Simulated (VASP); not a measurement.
An input for Ansatz (written as the equivalent of a VASP run, and not itself run):

Ansatz 0.2 input:
```yaml
crystal:
  lattice:
    - [0.0000000, 3.0500000, 3.0500000]
    - [3.0500000, 0.0000000, 3.0500000]
    - [3.0500000, 3.0500000, 0.0000000]
  atoms:
    - { symbol: Ga, position: [0.0000000, 0.0000000, 0.0000000] }
    - { symbol: Sb, position: [0.2500000, 0.2500000, 0.2500000] }
kpoints:
  mp_grid: { grid: [7, 7, 7] }
hamiltonian:
  xc: r2scan
  dispersion: rvv10
  pseudopotentials: { kind: paw }
scf:
  occupations: { method: gaussian, width: 0.05 }
  max_iter: 100
relax:
  max_steps: 60
  f_tol: 0.01
  cell: {}
output: { forces: true, stress: true, eigenvalues: true }
```

Translate this input to VASP (INCAR, KPOINTS, POSCAR, choice of POTCAR).

Several could match; the one computed here: 
### KPOINTS
```
Automatic mesh
0
Gamma
7 7 7
0 0 0
```

**INCAR**
```
BPARAM  =  11.95
NELM  =  100   ! most electronic steps
ALGO  =  Normal   ! blocked Davidson
LASPH  =  .True.   ! aspherical one-centre terms
LMIXTAU  =  .True.
LMAXMIX  =  4
LREAL  =  .False.   ! projection in real space or not
EDIFF  =  1E-6   ! SCF stop (eV)
SYSTEM  =  GaSb
PREC  =  Accurate
EDIFFG  =  -0.01   ! ionic stop
ENCUT  =  520   ! plane-wave cut-off (eV)
CPARAM  =  0.0093
NSW  =  60
METAGGA  =  R2SCAN
ISMEAR  =  0
SIGMA  =  0.05   ! width (eV)
LCHARG  =  .False.
IBRION  =  2   ! conjugate gradients
LUSE_VDW  =  .True.
LWAVE  =  .False.
ISIF  =  3   ! ions, shape and volume
```

File POSCAR:
```
GaSb
1
    0.0000000000     3.0500000000     3.0500000000
    3.0500000000     0.0000000000     3.0500000000
    3.0500000000     3.0500000000     0.0000000000
Ga Sb
1 1
Direct
  0.0000000000   0.0000000000   0.0000000000
  0.2500000000   0.2500000000   0.2500000000
```

POTCAR, in this order: Ga_d Sb (PBE.64 set). Program: vasp_std.

What does not carry over: each code has its own PAW files, so the cut-off isn't converted (ENCUT is set for VASP's; basis.ecutwfc is left out, and Ansatz then takes the one that its files recommend); Ansatz stops its SCF on the density residual and VASP on the energy change (EDIFF).

The compound is GaSb in the zinc blende structure. This run relaxes it. Symmetry was kept, so distortions that lower it aren't found.
